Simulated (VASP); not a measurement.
Calculation: HSE06 screened hybrid, VASP's PBE PAW potentials (set 64) (plane waves; VASP 6.6.1).

A VASP calculation is set up with these files.

File KPOINTS:
```
Automatic
0
Gamma
 8 8 8
```

File POSCAR:
```
NaF
1
    0.0000000000     2.3309270000     2.3309270000
    2.3309270000     0.0000000000     2.3309270000
    2.3309270000     2.3309270000     0.0000000000
Na F
1 1
Direct
  0.0000000000   0.0000000000   0.0000000000
  0.5000000000   0.5000000000   0.5000000000
```

### INCAR
```
! general
SYSTEM   = NaF
PREC     = Accurate
ENCUT    = 400
LREAL    = F
LASPH    = T
ISYM     = 3

! electronic loop
EDIFF    = 1E-6
NELM     = 100
ALGO     = Normal

! smearing
ISMEAR   = 0
SIGMA    = 0.05

! functional
GGA      = PE
LHFCALC  = T
AEXX     = 0.25
HFSCREEN = 0.2
PRECFOCK = Fast

! ions
ISIF     = 2

! output
LWAVE    = F
LCHARG   = F
```

POTCAR, in this order: Na_pv F (PBE.64 set). Program: vasp_std.

The resulting files:

**OUTCAR**
```
 ion  position               nearest neighbor table
   1  0.000  0.000  0.000-   2 2.33   2 2.33   2 2.33   2 2.33   2 2.33   2 2.33
   2  0.500  0.500  0.500-   1 2.33   1 2.33   1 2.33   1 2.33   1 2.33   1 2.33
  LATTYP: Found a face centered cubic cell.
 ALAT       =     4.6618540000
 Subroutine PRICEL returns:
 Original cell was already a primitive cell.
 Subroutine GETGRP returns: Found 48 space group operations
The static configuration has the point symmetry O_h .
The dynamic configuration has the point symmetry O_h .
 Subroutine INISYM returns: Found 48 space group operations
 Subroutine IBZKPT returns following result:
 Found     29 irreducible k-points:

 Following reciprocal coordinates:
            Coordinates               Weight
  0.000000  0.000000  0.000000      1.000000
  0.125000  0.000000  0.000000      8.000000
  0.250000  0.000000  0.000000      8.000000
  0.375000  0.000000  0.000000      8.000000
  0.500000  0.000000  0.000000      4.000000
  0.125000  0.125000  0.000000      6.000000
  0.250000  0.125000  0.000000     24.000000
  0.375000  0.125000  0.000000     24.000000
  0.500000  0.125000  0.000000     24.000000
...
```

### OSZICAR
```
       N       E                     dE             d eps       ncg     rms          rms(c)
DAV:   1    -0.698756895157E+01   -0.69876E+01   -0.73849E+03   670   0.129E+03
DAV:   2    -0.109352911117E+03   -0.10237E+03   -0.96236E+02   670   0.334E+02
DAV:   3    -0.114572093832E+03   -0.52192E+01   -0.51995E+01   740   0.784E+01
DAV:   4    -0.114623196568E+03   -0.51103E-01   -0.51098E-01   677   0.848E+00
DAV:   5    -0.114759418999E+02    0.10315E+03   -0.69874E-01   698   0.173E+01    0.578E+00
DAV:   6    -0.102991679914E+02    0.11768E+01   -0.37128E+00   734   0.178E+01    0.185E+00
DAV:   7    -0.103861724098E+02   -0.87004E-01   -0.33063E-01   665   0.660E+00    0.174E+00
DAV:   8    -0.103689360251E+02    0.17236E-01   -0.19450E-02   716   0.189E+00    0.900E-01
DAV:   9    -0.103655258275E+02    0.34102E-02   -0.12709E-02   677   0.121E+00    0.408E-01
DAV:  10    -0.103650942872E+02    0.43154E-03   -0.86589E-04   668   0.808E-01    0.239E-01
DAV:  11    -0.103650411083E+02    0.53179E-04   -0.51878E-04   680   0.588E-01    0.154E-01
DAV:  12    -0.103651581347E+02   -0.11703E-03   -0.20902E-04   680   0.318E-01    0.980E-02
DAV:  13    -0.103652480513E+02   -0.89917E-04   -0.89092E-05   671   0.175E-01    0.601E-02
DAV:  14    -0.103653002158E+02   -0.52165E-04   -0.31544E-05   680   0.110E-01    0.364E-02
DAV:  15    -0.103653277501E+02   -0.27534E-04   -0.13421E-05   683   0.730E-02    0.226E-02
DAV:  16    -0.103653417247E+02   -0.13975E-04   -0.61866E-06   674   0.467E-02    0.143E-02
DAV:  17    -0.103653485355E+02   -0.68108E-05   -0.25484E-06   677   0.298E-02    0.907E-03
DAV:  18    -0.103653517954E+02   -0.32599E-05   -0.11292E-06   680   0.185E-02    0.578E-03
DAV:  19    -0.103653533106E+02   -0.15152E-05   -0.48925E-07   671   0.118E-02    0.369E-03
DAV:  20    -0.103653540074E+02   -0.69686E-06   -0.21087E-07   671   0.762E-03
   1 F= -.10365354E+02 E0= -.10365354E+02  d E =-.187566E-10
```

OUTCAR:
```
------------------------ aborting loop because EDIFF is reached ----------------------------------------
  FORCE on cell =-STRESS in cart. coord.  units (eV):
  Direction    XX          YY          ZZ          XY          YZ          ZX
  --------------------------------------------------------------------------------------
  Total       -1.1746184     -1.1746184     -1.1746184      0.0000000     -0.0000000      0.0000000
  in kB      -74.3004389    -74.3004389    -74.3004389      0.0000000     -0.0000000      0.0000000
  external PRESSURE =     -74.3004389 kB  Pullay stress =       0.0000000 kB
  volume of cell :       25.33
      direct lattice vectors                 reciprocal lattice vectors
     0.000000000  2.330927000  2.330927000    -0.214506932  0.214506932  0.214506932
     2.330927000  0.000000000  2.330927000     0.214506932 -0.214506932  0.214506932
     2.330927000  2.330927000  0.000000000     0.214506932  0.214506932 -0.214506932
  FREE ENERGIE OF THE ION-ELECTRON SYSTEM (eV)
  ---------------------------------------------------
  free  energy   TOTEN  =       -10.3653540074 eV

  energy  without entropy=      -10.3653540074  energy(sigma->0) =      -10.36535401

  exchange ACFDT corr.  =         0.00000000  see jH, gK, PRB 81, 115126
```
(Selected blocks of OUTCAR.)

At this cut-off the stress carries a Pulay error, which pulls relaxed volumes low.

The structure comes from a computed database's NaF entry; how it stands against other phases isn't given here. The cell was not relaxed at this level.
